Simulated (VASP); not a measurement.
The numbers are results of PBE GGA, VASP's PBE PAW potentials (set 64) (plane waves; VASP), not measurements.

Input for VASP

POSCAR:
```
TiAl3
1
   -1.9111050000     1.9111050000     4.2806700000
    1.9111050000    -1.9111050000     4.2806700000
    1.9111050000     1.9111050000    -4.2806700000
Ti Al
1 3
Direct
  0.0000000000   0.0000000000   0.0000000000
  0.5000000000   0.5000000000   0.0000000000
  0.7500000000   0.2500000000   0.5000000000
  0.2500000000   0.7500000000   0.5000000000
```

**INCAR**
```
# general
SYSTEM   =  TiAl3
PREC     =  Accurate
ENCUT    =  300
LREAL    =  .FALSE.   # projection in real space or not
LASPH    =  .TRUE.   # aspherical one-centre terms

# electronic loop
EDIFF    =  1E-6   # SCF stop (eV)
NELM     =  100   # most electronic steps
ALGO     =  Normal   # blocked Davidson
LMAXMIX  =  4

# smearing
ISMEAR   =  -1   # Fermi-Dirac
SIGMA    =  0.1   # width (eV)

# functional
GGA      =  PE   # PBE

# ions
ISIF     =  2   # forces and stress, cell fixed

# output
LWAVE    =  .FALSE.
LCHARG   =  .FALSE.
```

### KPOINTS_OPT
```
k-points along high-symmetry lines
6
Line-mode
Reciprocal
  0.000000   0.000000   0.000000 ! GAMMA
  0.000000   0.000000   0.500000 ! X

  0.000000   0.000000   0.500000 ! X
  0.250000   0.250000   0.250000 ! P

  0.250000   0.250000   0.250000 ! P
  0.000000   0.500000   0.000000 ! N

  0.000000   0.500000   0.000000 ! N
  0.000000   0.000000   0.000000 ! GAMMA

  0.000000   0.000000   0.000000 ! GAMMA
  0.500000   0.500000  -0.500000 ! M

  0.500000   0.500000  -0.500000 ! M
  0.299829   0.700171  -0.299829 ! S

 -0.299829   0.299829   0.299829 ! S_0
  0.000000   0.000000   0.000000 ! GAMMA

  0.000000   0.000000   0.500000 ! X
 -0.099659   0.099659   0.500000 ! R

  0.500000   0.500000  -0.099659 ! G
  0.500000   0.500000  -0.500000 ! M
```

**KPOINTS**
```
Automatic mesh
0
Gamma
12 12 12
0 0 0
```

POTCAR, in this order: Ti_sv Al (PBE.64 set). Program: vasp_std.

At this cut-off the stress carries a Pulay error, which pulls relaxed volumes low.

Task: Predict the energy per atom (σ→0), pressure, band gap (over mesh and band path).

Result: 
energy per atom (σ→0): -497.7 kJ/mol-atom
band gap (over mesh and band path): none (metal, semimetal or under 0.01 eV)
pressure: 2.01 GPa

### OSZICAR
```
...
DAV:   9    -0.206631867034E+02    0.45088E-01   -0.42704E-01  6286   0.530E+00    0.194E-01
DAV:  10    -0.206642040970E+02   -0.10174E-02   -0.73589E-03  5844   0.713E-01    0.243E-01
DAV:  11    -0.206629297294E+02    0.12744E-02   -0.81689E-03  6430   0.678E-01    0.332E-02
DAV:  12    -0.206629404083E+02   -0.10679E-04   -0.93245E-05  5568   0.815E-02    0.189E-02
DAV:  13    -0.206629385612E+02    0.18471E-05   -0.52429E-06  5382   0.238E-02    0.656E-03
DAV:  14    -0.206629380930E+02    0.46822E-06   -0.36150E-06  5152   0.137E-02
   1 F= -.20662938E+02 E0= -.20633890E+02  d E =-.580957E-01
       N       E                     dE             ncg
```

The structure comes from a computed database's TiAl3 entry (I4/mmm); how it stands against other phases isn't given here. The cell was not relaxed at this level. The electron count is odd and the run is not spin-polarised, which forces a metal.
